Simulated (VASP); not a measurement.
# What spin-orbit coupling changes in ScGe2, part 4 of 4

Aim: run bands, DOS and a relaxation of ScGe2 twice, without and with spin-orbit coupling. All runs use r2SCAN. The start is a computed cell from the Materials Project.

VASP 6.6.1, plane waves and PAW; the level of theory is named at each step.

So far. Step 4 (Bands along the symmetry lines (r2SCAN + SOC)): Of the bands kept, 6 cross the Fermi level on this path (spinor bands, one electron each). Step 5 (Density of states (r2SCAN)): Of the states within 0.3 eV of the Fermi level, the largest shares in the PAW spheres are Sc d 32 % and Ge p 25 %. The rest lies in smaller channels or between the spheres.

### Step 6. Density of states (r2SCAN + SOC)

This step: r2SCAN, spin-orbit coupling; plane waves and PAW (Sc_sv, Ge_d) (VASP 6.6.1).

Here the states are counted by energy and projected on the atoms.

The input, INCAR:

```
SYSTEM = ScGe2
PREC = Accurate
ENCUT = 410
EDIFF = 1E-06
NELM = 100
ISMEAR = -5
SIGMA = 0.05
LREAL = .FALSE.
ALGO = Normal
METAGGA = R2SCAN
LASPH = .TRUE.
LNONCOLLINEAR = .TRUE.
MAGMOM = 0 0 0 0 0 0 0 0 0 0 0 0 0 0 0 0 0 0
NBANDS = 96
GGA_COMPAT = .FALSE.
LSORBIT = .TRUE.
LMAXMIX = 4
LORBIT = 11
LWAVE = .FALSE.
LCHARG = .FALSE.
KPAR = 4
NEDOS = 2001
```

The input, POSCAR:

```
ScGe2
1.0
    0.0000000000      0.0000000000     -3.7918172400
   -3.8578657792      0.0000000000      0.0000000000
   -1.9289328896      7.5461424726      0.0000000000
Sc Ge
2 4
Direct
    0.2500000000      0.8968537000      0.2062926000
    0.7500000000      0.1031463000      0.7937074000
    0.2500000000      0.5554369800      0.8891260400
    0.7500000000      0.4445630200      0.1108739600
    0.2500000000      0.2521222200      0.4957555600
    0.7500000000      0.7478777800      0.5042444400
```

The input, KPOINTS:

```
Automatic mesh
0
Gamma
7 7 7
0 0 0
```

PAW data sets: Sc_sv and Ge_d (PBE family, release 64).

Launch:

```
$ mpirun -np 4 vasp_ncl
```

The log of the run:

```text
[... set-up lines as in an earlier step ...]
 entering main loop
       N       E                     dE             d eps       ncg     rms          rms(c)
DAV:   1     0.127932383630E+04    0.12793E+04   -0.28167E+04 14360   0.379E+03
DAV:   2     0.223068450803E+03   -0.10563E+04   -0.10106E+04 12816   0.113E+03
DAV:   3    -0.503404658703E+02   -0.27341E+03   -0.26236E+03 13312   0.376E+02
DAV:   4    -0.918609456176E+02   -0.41520E+02   -0.39766E+02 17288   0.148E+02
DAV:   5    -0.941246383556E+02   -0.22637E+01   -0.22283E+01 18896   0.387E+01    0.138E+01
DAV:   6    -0.814471516495E+02    0.12677E+02   -0.93655E+00 16384   0.523E+01    0.335E+00
DAV:   7    -0.817290026804E+02   -0.28185E+00   -0.39789E+00 16480   0.149E+01    0.210E+00
DAV:   8    -0.817248564206E+02    0.41463E-02   -0.30273E-01 16904   0.547E+00    0.141E+00
DAV:   9    -0.817316064281E+02   -0.67500E-02   -0.52716E-02 18424   0.234E+00    0.310E-01
DAV:  10    -0.817320331890E+02   -0.42676E-03   -0.74553E-03 17688   0.919E-01    0.125E-01
DAV:  11    -0.817319274230E+02    0.10577E-03   -0.88361E-04 21152   0.252E-01    0.816E-02
DAV:  12    -0.817318585034E+02    0.68920E-04   -0.22307E-04 17744   0.133E-01    0.170E-02
DAV:  13    -0.817318740958E+02   -0.15592E-04   -0.55447E-05 16120   0.767E-02    0.910E-03
DAV:  14    -0.817318725396E+02    0.15562E-05   -0.40114E-06 15488   0.264E-02    0.610E-03
DAV:  15    -0.817318703238E+02    0.22158E-05   -0.19279E-06 11328   0.125E-02    0.277E-03
DAV:  16    -0.817318697003E+02    0.62352E-06   -0.49768E-07  8320   0.118E-02
   1 F= -.81731870E+02 E0= -.81731870E+02  d E =0.000000E+00  mag=    -0.0000    -0.0000    -0.0000
 [... a notice as in an earlier step ...]
```

Run time: 14 min. Hardware: 4 MPI ranks of Intel Xeon 6975P-C (Granite Rapids), shared host; peak memory 3.3 GiB.

Parts of OUTCAR (step 6):

```text
   NELECT =      78.0000    total number of electrons

 E-fermi :   6.1291

 k-point     1 :       0.0000    0.0000    0.0000
  band No.  band energies     occupation
    ...
     74       4.6386      1.00000
     75       4.7264      1.00000
     76       4.7264      1.00000
     77       5.6240      1.05015
     78       5.6240      1.05015
     79       6.9100      0.00000
     80       6.9100      0.00000
     81       8.5116      0.00000
     82       8.5116      0.00000
     83       8.7379      0.00000
    ...

  Total       -0.2000007     -0.4384658      0.2074363      0.0000000      0.0000000      0.0000000
  in kB       -2.9028369     -6.3639510      3.0107583      0.0000000      0.0000000      0.0000000
  external PRESSURE =      -2.0853432 kB  Pullay stress =       0.0000000 kB

 POSITION                                       TOTAL-FORCE (eV/Angst)
 -----------------------------------------------------------------------------------
     -3.85787      1.55671     -0.94795        -0.000000      0.002912     -0.000000
     -1.92893      5.98943     -2.84386         0.000000     -0.002912     -0.000000
     -3.85787      6.70947     -0.94795        -0.000000     -0.053598      0.000000
     -1.92893      0.83667     -2.84386         0.000000      0.053598     -0.000000
     -1.92893      3.74104     -0.94795         0.000000     -0.022598     -0.000000
     -3.85787      3.80510     -2.84386        -0.000000      0.022598      0.000000
 -----------------------------------------------------------------------------------
    total drift:                               -0.000000      0.000000     -0.000000

  FREE ENERGIE OF THE ION-ELECTRON SYSTEM (eV)
  ---------------------------------------------------
  free  energy   TOTEN  =       -81.7318697003 eV

  energy  without entropy=      -81.7318697003  energy(sigma->0) =      -81.73186970

 Spin-Orbit-Coupling matrix elements
 Ion:    1  E_soc:     -0.0070929
 Ion:    2  E_soc:     -0.0070929
 Ion:    3  E_soc:     -0.0182892
 Ion:    4  E_soc:     -0.0182892
 Ion:    5  E_soc:     -0.0179010
 Ion:    6  E_soc:     -0.0179010

[... 12 parts as in an earlier step ...]

[... 8 further parts left out ...]
```

This step gave:

```yaml
scf_cycles: 16
bands: 96
free_energy_toten: -81.7319 eV
fermi_energy: 6.129 eV
pressure: -0.2085 GPa
dos_at_the_fermi_level: 2.484 states/eV/cell
```

On-site spin-orbit energy by atom:

| atom | on-site spin-orbit energy (eV) |
| --- | --- |
| Sc1 | -0.0071 |
| Sc2 | -0.0071 |
| Ge3 | -0.0183 |
| Ge4 | -0.0183 |
| Ge5 | -0.0179 |
| Ge6 | -0.0179 |

The density of states has structure finer than the step of the table below, so its rows give means over 0.5 eV, whole bins alone (the curve runs from -12.0 to 1.71 eV). Peaks (eV: height): total -4.26: 2.98, -2.88: 3.32, -2.24: 4.22, -0.95: 4.36; Ge p -4.36: 0.984, -2.88: 1.14, -2.24: 1.45, -0.95: 1.23; Sc d -0.95: 1.05, -0.40: 1.06; Ge s -10.97: 1.02, -9.41: 0.764, -8.03: 1.06, -7.66: 1.19; Sc p -4.26: 0.0553, -3.34: 0.110, -2.88: 0.115, -2.24: 0.139.

States under -12.0 eV and over 1.7 eV are left out. Table of density of states by energy, zero at the Fermi level; means over each step; values in states/eV/cell:

| energy (eV) | total | Ge p | Sc d | Ge s | Sc p | Sc s |
| --- | --- | --- | --- | --- | --- | --- |
| -11.5 | 0.910 | 0.0234 | 0.00271 | 0.478 | 0.0113 | 0.0228 |
| -11.0 | 1.56 | 0.0532 | 0.0102 | 0.836 | 0.0284 | 0.0228 |
| -10.5 | 1.48 | 0.0668 | 0.0138 | 0.780 | 0.0256 | 0.0175 |
| -10.0 | 1.50 | 0.0832 | 0.0189 | 0.780 | 0.0235 | 0.0147 |
| -9.5 | 1.18 | 0.0703 | 0.0209 | 0.620 | 0.0185 | 0.00723 |
| -9.0 | 0.644 | 0.0413 | 0.0125 | 0.334 | 0.00892 | 0.00326 |
| -8.5 | 1.16 | 0.0888 | 0.0260 | 0.585 | 0.0151 | 0.00785 |
| -8.0 | 1.54 | 0.111 | 0.0399 | 0.800 | 0.0193 | 0.00729 |
| -7.5 | 1.75 | 0.116 | 0.0471 | 0.890 | 0.0224 | 0.0193 |
| -7.0 | 1.42 | 0.101 | 0.0462 | 0.725 | 0.0159 | 0.0153 |
| -6.5 | 0.936 | 0.0751 | 0.0283 | 0.478 | 0.0108 | 0.0120 |
| -6.0 | 0.674 | 0.0598 | 0.0177 | 0.337 | 0.0106 | 0.00815 |
| -5.5 | 0.254 | 0.0274 | 0.00827 | 0.125 | 0.00237 | 0.00204 |
| -5.0 | 0.660 | 0.176 | 0.0244 | 0.116 | 0.00910 | 0.0255 |
| -4.5 | 2.07 | 0.657 | 0.0895 | 0.110 | 0.0383 | 0.110 |
| -4.0 | 1.97 | 0.645 | 0.0969 | 0.115 | 0.0381 | 0.0844 |
| -3.5 | 1.91 | 0.636 | 0.105 | 0.101 | 0.0578 | 0.0603 |
| -3.0 | 2.89 | 0.988 | 0.205 | 0.109 | 0.0943 | 0.0643 |
| -2.5 | 3.06 | 1.06 | 0.292 | 0.0962 | 0.104 | 0.0394 |
| -2.0 | 3.77 | 1.28 | 0.489 | 0.0936 | 0.116 | 0.0356 |
| -1.5 | 3.35 | 1.05 | 0.614 | 0.0741 | 0.0854 | 0.0227 |
| -1.0 | 3.82 | 1.08 | 0.899 | 0.105 | 0.0689 | 0.0199 |
| -0.5 | 3.42 | 0.879 | 0.973 | 0.100 | 0.0396 | 0.0140 |
| 0.0 | 2.52 | 0.631 | 0.799 | 0.0784 | 0.0204 | 0.00963 |
| 0.5 | 1.71 | 0.414 | 0.595 | 0.0594 | 0.0116 | 0.00665 |
| 1.0 | 1.22 | 0.236 | 0.476 | 0.0724 | 0.00971 | 0.00537 |

Force by atom:

| atom | x (eV/Å) | y (eV/Å) | z (eV/Å) | size |
| --- | --- | --- | --- | --- |
| Sc1 | 0.0000 | 0.0029 | 0.0000 | 0.0029 |
| Sc2 | 0.0000 | -0.0029 | 0.0000 | 0.0029 |
| Ge3 | 0.0000 | -0.0536 | 0.0000 | 0.0536 |
| Ge4 | 0.0000 | 0.0536 | 0.0000 | 0.0536 |
| Ge5 | 0.0000 | -0.0226 | 0.0000 | 0.0226 |
| Ge6 | 0.0000 | 0.0226 | 0.0000 | 0.0226 |

The DOS at the Fermi level goes from 2.48 to 2.48 states/eV/cell, a number that is sensitive to the mesh. The run took 6.5 times the core time, with 96 spinor bands against 58. Of the states within 0.3 eV of the Fermi level, the largest shares in the PAW spheres are Sc d 32 % and Ge p 25 %. The rest lies in smaller channels or between the spheres.

### Step 7. Relaxing cell and atoms (r2SCAN)

This step: r2SCAN; plane waves and PAW (Sc_sv, Ge_d) (VASP 6.6.1).

Properties are meant for the cell that this level of theory prefers, so cell and atoms are relaxed first (ISIF = 3) until forces and stress are small; EDIFFG sets the threshold.

The input, INCAR:

```
SYSTEM = ScGe2
PREC = Accurate
ENCUT = 410
EDIFF = 1E-06
NELM = 100
ISMEAR = -1
SIGMA = 0.05
LREAL = .FALSE.
ALGO = Normal
METAGGA = R2SCAN
LASPH = .TRUE.
NBANDS = 48
LORBIT = 11
LWAVE = .FALSE.
LCHARG = .FALSE.
KPAR = 4
IBRION = 2
NSW = 60
ISIF = 3
EDIFFG = -0.01
```

POSCAR is that of step 6.

KPOINTS is that of step 6.

Launch:

```
$ mpirun -np 4 vasp_std
```

The log of the run:

```text
[... set-up lines as in an earlier step ...]
 entering main loop
       N       E                     dE             d eps       ncg     rms          rms(c)
[... 14 cycles as in an earlier step ...]
   1 F= -.81703748E+02 E0= -.81695272E+02  d E =-.817037E+02
 curvature:   0.00 expect dE= 0.000E+00 dE for cont linesearch  0.000E+00
 trial: gam= 0.00000 g(F)=  0.195E-03 g(S)=  0.784E-03 ort = 0.000E+00 (trialstep = 0.100E+01)
 search vector abs. value=  0.979E-03
 bond charge predicted
       N       E                     dE             d eps       ncg     rms          rms(c)
DAV:   1    -0.817111076392E+02   -0.73586E-02   -0.21233E-01  7376   0.515E+00    0.564E-01
DAV:   2    -0.817063729295E+02    0.47347E-02   -0.22377E-02  7288   0.197E+00    0.285E-01
DAV:   3    -0.817044644390E+02    0.19085E-02   -0.42966E-03  9568   0.792E-01    0.833E-02
DAV:   4    -0.817043896168E+02    0.74822E-04   -0.93937E-04  8184   0.377E-01    0.310E-02
DAV:   5    -0.817043806820E+02    0.89348E-05   -0.14903E-04  8488   0.139E-01    0.201E-02
DAV:   6    -0.817043738539E+02    0.68281E-05   -0.27860E-05  7536   0.769E-02    0.696E-03
DAV:   7    -0.817043717013E+02    0.21527E-05   -0.73210E-06  7776   0.470E-02    0.220E-03
DAV:   8    -0.817043709815E+02    0.71977E-06   -0.17372E-06  4704   0.190E-02
   2 F= -.81704371E+02 E0= -.81695884E+02  d E =-.622579E-03
[...]
3 F= -.81704408E+02 E0= -.81695913E+02  d E =-.659365E-03
[...]
4 F= -.81704760E+02 E0= -.81696230E+02  d E =-.352373E-03
[...]
5 F= -.81704782E+02 E0= -.81696237E+02  d E =-.373772E-03
[...]
6 F= -.81704851E+02 E0= -.81696331E+02  d E =-.697164E-04
 trial-energy change:   -0.000070  1 .order   -0.000072   -0.000108   -0.000035
 step:   1.6871(harm=  1.6871)  dis= 0.00203  next Energy=   -81.704862 (dE=-0.801E-04)
 bond charge predicted
       N       E                     dE             d eps       ncg     rms          rms(c)
DAV:   1    -0.817048274658E+02    0.23373E-04   -0.51084E-03  6720   0.853E-01    0.343E-02
DAV:   2    -0.817048688027E+02   -0.41337E-04   -0.59123E-04  7336   0.187E-01    0.200E-02
DAV:   3    -0.817048621457E+02    0.66570E-05   -0.28210E-05  7984   0.557E-02    0.820E-03
DAV:   4    -0.817048608413E+02    0.13044E-05   -0.69166E-06  6904   0.239E-02    0.163E-03
DAV:   5    -0.817048609844E+02   -0.14305E-06   -0.12051E-06  4272   0.126E-02
   7 F= -.81704861E+02 E0= -.81696353E+02  d E =-.794446E-04
 curvature:  -0.89 expect dE=-0.471E-04 dE for cont linesearch -0.163E-06
 trial: gam= 0.51934 g(F)=  0.540E-05 g(S)=  0.476E-04 ort = 0.428E-05 (trialstep = 0.125E+01)
 search vector abs. value=  0.844E-04
 reached required accuracy - stopping structural energy minimisation
```

It took 8.8 min on 4 MPI ranks; peak memory 1.3 GiB; 28 min of CPU time.

From OUTCAR (step 7):

```text
   NELECT =      78.0000    total number of electrons

 E-fermi :   6.2048

 k-point     1 :       0.0000    0.0000    0.0000
  band No.  band energies     occupation
    ...
     35       4.2739      2.00000
     36       4.5677      2.00000
     37       4.6628      2.00000
     38       4.7408      2.00000
     39       5.6239      1.99998
     40       6.9547      0.00000
     41       8.5176      0.00000
     42       8.7643      0.00000
     43       8.7754      0.00000
     44       8.9286      0.00000
    ...

  Total       -0.0248865     -0.0562088     -0.0462325      0.0000000      0.0000000      0.0000000
  in kB       -0.3619647     -0.8175373     -0.6724355      0.0000000      0.0000000      0.0000000
  external PRESSURE =      -0.6173125 kB  Pullay stress =       0.0000000 kB

 POSITION                                       TOTAL-FORCE (eV/Angst)
 -----------------------------------------------------------------------------------
     -3.86580      1.54780     -0.94781        -0.000000     -0.007468     -0.000000
     -1.93290      5.96824     -2.84342        -0.000000      0.007468      0.000000
     -3.86580      6.67440     -0.94781         0.000000      0.000065      0.000000
     -1.93290      0.84164     -2.84342        -0.000000     -0.000065     -0.000000
     -1.93290      3.72775     -0.94781        -0.000000      0.000402      0.000000
     -3.86580      3.78829     -2.84342         0.000000     -0.000402     -0.000000
 -----------------------------------------------------------------------------------
    total drift:                               -0.000000      0.000000      0.000000

  FREE ENERGIE OF THE ION-ELECTRON SYSTEM (eV)
  ---------------------------------------------------
  free  energy   TOTEN  =       -81.7048609844 eV

  energy  without entropy=      -81.6878441208  energy(sigma->0) =      -81.69635255

 reached required accuracy - stopping structural energy minimisation

[... 8 parts as in an earlier step ...]

[... 9 further parts left out ...]
```

CONTCAR:

```
ScGe2
   1.00000000000000
     0.0000000000000000   -0.0000000000000000   -3.7912258585923637
    -3.8657950138202182    0.0000000000000000    0.0000000000000000
    -1.9328975069101091    7.5160390218127677    0.0000000000000000
  Sc              Ge
     2     4
Direct
     0.2500000000000000    0.8970334897913408    0.2059330204173184
     0.7500000000000000    0.1029665102086592    0.7940669795826816
     0.2500000000000000    0.5559898432545843    0.8880203134908383
     0.7500000000000000    0.4440101567454156    0.1119796865091617
     0.2500000000000000    0.2520136240809511    0.4959727518380905
     0.7500000000000000    0.7479863759190487    0.5040272481619094
```

The run keeps the 8 symmetry operations of its start, so it cannot find a distortion of lower symmetry.

Relaxation path:

| step | energy less that of the first step (eV) | largest force (eV/Å) | pressure (GPa) | volume (Å³) |
| --- | --- | --- | --- | --- |
| 1 | 0.0000 | 0.0434 | -0.17 | 110.39 |
| 2 | -0.0006 | 0.0403 | 0.07 | 110.07 |
| 3 | -0.0007 | 0.0397 | 0.15 | 109.97 |
| 4 | -0.0010 | 0.0221 | 0.02 | 110.09 |
| 5 | -0.0010 | 0.0240 | 0.00 | 110.13 |
| 6 | -0.0011 | 0.0128 | -0.07 | 110.15 |
| 7 | -0.0011 | 0.0075 | -0.06 | 110.16 |

| conventional cell, symmetrised | before | after | change |
| --- | --- | --- | --- |
| a (Å) | 3.858 | 3.866 | +0.2 % |
| b (Å) | 15.092 | 15.032 | -0.4 % |
| c (Å) | 3.792 | 3.791 | -0.0 % |
| volume (Å³/atom) | 18.40 | 18.36 | -0.2 % |

The relaxed structure:

```xyz
6
Lattice="0.0000 0.0000 -3.7912 -3.8658 0.0000 0.0000 -1.9329 7.5160 0.0000" Properties=species:S:1:pos:R:3 pbc="T T T"
Sc   -3.8658    1.5478   -0.9478
Sc   -1.9329    5.9682   -2.8434
Ge   -3.8658    6.6744   -0.9478
Ge   -1.9329    0.8416   -2.8434
Ge   -1.9329    3.7278   -0.9478
Ge   -3.8658    3.7883   -2.8434
```

Numbers from this step:

```yaml
bands: 48
free_energy_toten: -81.7049 eV
energy_at_zero_smearing: -81.6964 eV
fermi_energy: 6.205 eV
pressure: -0.06173 GPa
scf_cycles_over_all_ionic_steps: 53
```

It ends with a largest force of 0.007 eV/Å and a pressure of -0.06 GPa.

### Step 8. Side by side

| quantity | without | with spin-orbit coupling |
| --- | --- | --- |
| gap (eV) | none | none |
| core minutes, bands | 22 | 155 |
| DOS at the Fermi level (states/eV/cell) | 2.48 | 2.48 |
| core minutes, DOS | 8.4 | 54 |

### Step 9. Full relaxation (r2SCAN + SOC)

This step: r2SCAN, spin-orbit coupling; plane waves and PAW (Sc_sv, Ge_d) (VASP 6.6.1).

Properties are meant for the cell that this level of theory prefers, so cell and atoms are relaxed first (ISIF = 3) until forces and stress are small; EDIFFG sets the threshold.

Edit INCAR of step 7 so:

```diff
@@ -11,3 +11,8 @@
 LASPH = .TRUE.
-NBANDS = 48
+LNONCOLLINEAR = .TRUE.
+MAGMOM = 0 0 0 0 0 0 0 0 0 0 0 0 0 0 0 0 0 0
+NBANDS = 96
+GGA_COMPAT = .FALSE.
+LSORBIT = .TRUE.
+LMAXMIX = 4
 LORBIT = 11
```

POSCAR is that of step 7.

KPOINTS is that of step 7.

Launch:

```
$ mpirun -np 4 vasp_ncl
```

The log of the run:

```text
[... set-up lines as in an earlier step ...]
 entering main loop
       N       E                     dE             d eps       ncg     rms          rms(c)
[... 16 cycles as in an earlier step ...]
   1 F= -.81745971E+02 E0= -.81737466E+02  d E =-.817460E+02  mag=     0.0000    -0.0000    -0.0000
[...]
N       E                     dE             d eps       ncg     rms          rms(c)
DAV:   1    -0.817523025138E+02   -0.63314E-02   -0.19133E-01 14648   0.491E+00    0.538E-01
DAV:   2    -0.817482969667E+02    0.40055E-02   -0.23363E-02 13960   0.210E+00    0.270E-01
DAV:   3    -0.817466252746E+02    0.16717E-02   -0.39488E-03 19584   0.717E-01    0.802E-02
DAV:   4    -0.817465711878E+02    0.54087E-04   -0.10562E-03 16112   0.354E-01    0.283E-02
DAV:   5    -0.817465701295E+02    0.10583E-05   -0.14486E-04 16248   0.149E-01    0.202E-02
DAV:   6    -0.817465658065E+02    0.43230E-05   -0.22592E-05 16344   0.668E-02    0.107E-02
DAV:   7    -0.817465623785E+02    0.34280E-05   -0.80288E-06 16608   0.313E-02    0.337E-03
DAV:   8    -0.817465614765E+02    0.90203E-06   -0.11419E-06  8504   0.119E-02
   2 F= -.81746561E+02 E0= -.81738044E+02  d E =-.590648E-03  mag=     0.0000    -0.0000    -0.0000
 trial-energy change:   -0.000591  1 .order   -0.000585   -0.000918   -0.000251
 step:   1.3521(harm=  1.3768)  dis= 0.00273  next Energy=   -81.746606 (dE=-0.635E-03)
[...]
N       E                     dE             d eps       ncg     rms          rms(c)
DAV:   1    -0.817473009388E+02   -0.73856E-03   -0.23870E-02 14608   0.174E+00    0.189E-01
DAV:   2    -0.817468062458E+02    0.49469E-03   -0.29154E-03 13960   0.743E-01    0.952E-02
DAV:   3    -0.817466054854E+02    0.20076E-03   -0.48472E-04 19544   0.253E-01    0.281E-02
DAV:   4    -0.817465988943E+02    0.65910E-05   -0.12937E-04 16104   0.129E-01    0.996E-03
DAV:   5    -0.817465985016E+02    0.39275E-06   -0.18725E-05 16128   0.544E-02    0.710E-03
DAV:   6    -0.817465967813E+02    0.17203E-05   -0.28319E-06 11344   0.244E-02    0.386E-03
DAV:   7    -0.817465954140E+02    0.13673E-05   -0.93931E-07  8336   0.116E-02    0.111E-03
DAV:   8    -0.817465953994E+02    0.14619E-07   -0.31289E-07  7224   0.705E-03
   3 F= -.81746595E+02 E0= -.81738070E+02  d E =-.624571E-03  mag=    -0.0000    -0.0000    -0.0000
[...]
N       E                     dE             d eps       ncg     rms          rms(c)
DAV:   1    -0.817488645857E+02   -0.22692E-02   -0.18301E-01 16048   0.382E+00    0.348E-01
DAV:   2    -0.817477507420E+02    0.11138E-02   -0.12446E-02 15768   0.153E+00    0.200E-01
DAV:   3    -0.817468506005E+02    0.90014E-03   -0.21069E-03 19352   0.504E-01    0.435E-02
DAV:   4    -0.817468815817E+02   -0.30981E-04   -0.66168E-04 16008   0.330E-01    0.167E-02
DAV:   5    -0.817468936657E+02   -0.12084E-04   -0.11764E-04 15800   0.119E-01    0.116E-02
 hard stop encountered!  aborting job ...
 -----------------------------------------------------------------------------
|                                                                             |
|           W    W    AA    RRRRR   N    N  II  N    N   GGGG   !!!           |
|           W    W   A  A   R    R  NN   N  II  NN   N  G    G  !!!           |
|           W    W  A    A  R    R  N N  N  II  N N  N  G       !!!           |
|           W WW W  AAAAAA  RRRRR   N  N N  II  N  N N  G  GGG   !            |
|           WW  WW  A    A  R   R   N   NN  II  N   NN  G    G                |
|           W    W  A    A  R    R  N    N  II  N    N   GGGG   !!!           |
|                                                                             |
|     The electronic self-consistency was not achieved in the given           |
|     number of steps (NELM). The forces and other quantities evaluated       |
|     might not be reliable so examine the results carefully. If you find     |
|     spurious results, we suggest increasing NELM, if you were close to      |
|     convergence or switching to a different ALGO or adjusting the           |
|     density mixing parameters otherwise.                                    |
|                                                                             |
 -----------------------------------------------------------------------------

 soft stop encountered!  aborting job ...
```

It took 42 min on 4 MPI ranks.

The run was stopped at its time limit, by a STOPCAR file.

By then 3 ionic steps had been finished.

More ranks or a longer limit would be the way on, or going on from the last geometry.

### Step 10. Summary of results

```json
{"gap (eV), without → with": "none → none", "DOS at the Fermi level (states/eV/cell), without → with": "2.48 → 2.48"}
```

In words: ScGe2 has no gap with or without spin-orbit coupling. The spinor runs cost 6.5 to 6.9 times as much, on a shared host.

[Lines on the potential files, build, host, timing and source positions are cut from VASP's logs without a mark.]

[Logs are printed without paths, hosts, clocks, repeated set-up lines and the standing remarks that a program may print on its own settings, such as how far it seeks lower states.]

[Hosts, paths, dates, database ids (printed as entryN), source tags and the programs' standing remarks are cut or masked in the printed files.]

[A measured line is paired with the nearest computed mode of its activity, which favours agreement.]
